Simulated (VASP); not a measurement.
## ZnH8N4Cl2: single point with PBE

ZnH8N4Cl2:

```
CELL_PARAMETERS angstrom
5.47015 -0.30189 0.17758
0.46272 5.92385 -0.02739
1.33105 -0.61028 5.02832
ATOMIC_POSITIONS crystal
H 0.03905 0.91330 0.49546
H 0.79528 0.23495 0.22570
H 0.75930 0.89659 0.94364
H 0.46215 0.00972 0.10573
H 0.52096 0.25639 0.36600
H 0.21740 0.05266 0.33451
H 0.41884 0.43834 0.52493
H 0.35655 0.67018 0.27001
Cl 0.72724 0.84988 0.33875
Cl 0.05455 0.47383 0.33276
N 0.41728 0.69276 0.92641
N 0.06125 0.70501 0.78691
N 0.62975 0.35324 0.68676
N 0.55669 0.41218 0.12881
Zn 0.08769 0.21519 0.79554
```

The cell was built by a generator and needn't be a form met in nature.

- Program: VASP 6.6.1
- Task: single point
- Functional: PBE
- Potentials or basis: VASP PAW PBE potentials, release 64 (H, Cl, N, Zn)
- Cutoff: 520 eV
- k mesh: 3 × 3 × 3
- Occupations: methfessel-paxton, width 0.15 eV
- Spin: no spin polarisation
- Dipole correction: no
- Further INCAR settings: LREAL = Auto; ALGO = Normal; EDIFF = 1e-07; NBANDS = 40

The pressure is -15.3 GPa, the largest force is 3.128 eV/Å and the band gap on the k mesh is none (metal or under the smearing width).

Forces in eV/Å, atoms in the order of the input:
```
H    0.724  0.680 -0.303
H   -0.853  0.916 -0.588
H    0.753 -1.345  0.099
H   -0.977 -0.614  0.450
H    0.232  1.571 -1.169
H    0.113 -1.080  0.055
H    1.642 -1.282  0.582
H   -0.160 -0.706 -2.248
Cl   0.127  1.168  0.263
Cl   0.000 -0.852  0.471
N   -0.595  0.552  0.405
N    0.726  1.157  0.198
N   -2.300  1.733  1.221
N    0.939 -2.105  0.610
Zn  -0.372  0.208 -0.045
```

Stress tensor (GPa, compression positive):
```
-14.74   2.78  -0.98
  2.78 -13.65  -0.29
 -0.98  -0.29 -17.57
```

Levels at points of the mesh, in eV from the Fermi level:
```tsv
k point	band 23	band 24	band 25	band 26	band 27	band 28	band 29	band 30	band 31	band 32
(0.00, 0.00, 0.00)	-1.23	-1.19	-0.64	-0.30	-0.13	0.26	0.45	1.23	1.29	1.42
```

It took 120 s on 1 thread of AMD EPYC 9R45 (Zen 5), on a shared host, peak memory 0.26 GiB.

Caveat: the k mesh is coarse (spacing up to 0.42 Å⁻¹), so the values aren't converged; so large a pressure means that the cell lies far from this level's equilibrium, or that cutoff or potentials fall short.
